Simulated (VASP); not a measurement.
A hop in Cu (fcc): Al into a Cu vacancy, in a supercell of 31 atoms. Nudged elastic band with 3 images between relaxed ends, without a climbing image, so the barrier is a lower bound. These are PBE GGA, VASP's PBE PAW potentials (set 64) (plane waves; VASP) values and carry that method's errors. Settings: PREC = Normal, LREAL = Auto, ISYM = 0, 400 eV cut-off, 2×2×2 Monkhorst-Pack mesh, first-order Methfessel-Paxton smearing of 0.10 eV, potentials Cu Al.

First end (POSCAR):

```
AlCu30
1.0
     7.263007    0.000000    0.000000
     0.000000    7.263007    0.000000
     0.000000    0.000000    7.263007
Cu Al
30 1
Direct
     0.499569    0.999917    0.000243
     0.748542    0.250136    0.999484
     0.748892    0.998505    0.250419
     0.999724    0.999338    0.000397
     0.250626    0.250198    0.000126
     0.499718    0.500454    0.000445
     0.749716    0.748306    0.000383
     0.250413    0.998723    0.250823
     0.747522    0.499385    0.252516
     0.499837    0.999794    0.501637
     0.748621    0.251055    0.499996
     0.749485    0.999442    0.749320
     0.999633    0.500895    0.000769
     0.249908    0.747958    0.000661
     0.999147    0.250593    0.250953
     0.251781    0.498904    0.252513
     0.499601    0.746933    0.253194
     0.999471    0.999466    0.501751
     0.250785    0.251112    0.499758
     0.747784    0.746729    0.499912
     0.249673    0.999632    0.749037
     0.499279    0.252935    0.746763
     0.747577    0.499137    0.747227
     0.999826    0.748557    0.251414
     0.999833    0.500426    0.501428
     0.251696    0.746255    0.499538
     0.999920    0.250425    0.749908
     0.251675    0.498818    0.747476
     0.499348    0.747689    0.748571
     0.999897    0.749067    0.749937
     0.500032    0.252884    0.254730
```

Last end:

```
AlCu30
1.0
     7.263007    0.000000    0.000000
     0.000000    7.263007    0.000000
     0.000000    0.000000    7.263007
Cu Al
30 1
Direct
     0.499255    1.000376    0.001142
     0.746876    0.250157    1.003487
     0.747109    1.002619    0.250610
     0.999820    0.999644    0.000893
     0.252249    0.249987    0.003758
     0.499819    0.496977    0.002533
     0.750019    0.749129    0.001699
     0.251851    1.002355    0.250879
     0.747071    0.497638    0.250974
     0.499801    1.002665    0.497377
     0.748129    0.250164    0.498632
     0.749825    1.000913    0.750106
     0.999599    0.498071    0.001568
     0.249762    0.748971    0.002007
     0.999565    0.248474    0.249237
     0.252348    0.497132    0.250990
     0.499817    0.749542    0.249288
     0.999281    1.000402    0.498789
     0.251208    0.250193    0.498654
     0.749226    0.750276    0.499965
     0.249473    1.000918    0.749924
     0.499507    0.248157    0.750461
     0.749484    0.499176    0.750994
     0.999610    0.748961    0.249029
     0.999737    0.498580    0.499312
     0.250212    0.750041    0.499519
     0.999652    0.247885    0.750450
     0.249991    0.498911    0.751349
     0.499570    0.749572    0.749776
     0.999889    0.749474    0.750291
     0.499776    0.496310    0.497638
```

Question: Predict the energy profile and the barrier.

Answer: 
| image | path length (Å) | E − E(first end) (eV) |
|---|---|---|
| 0 | 0.00 | 0.000 |
| 1 | 0.69 | 0.299 |
| 2 | 1.39 | 0.614 |
| 3 | 2.09 | 0.288 |
| 4 | 2.78 | 0.000 |
The highest image is number 2 (counting the first end as 0), 1.39 Å along the path. The barrier is 0.61 eV forward and 0.61 eV back; the ends differ by 0.00 eV.

The cell is a supercell with a defect, built from Cu (fcc): Al into a Cu vacancy. The run is not spin-polarised, so no state with unpaired spins was tried.
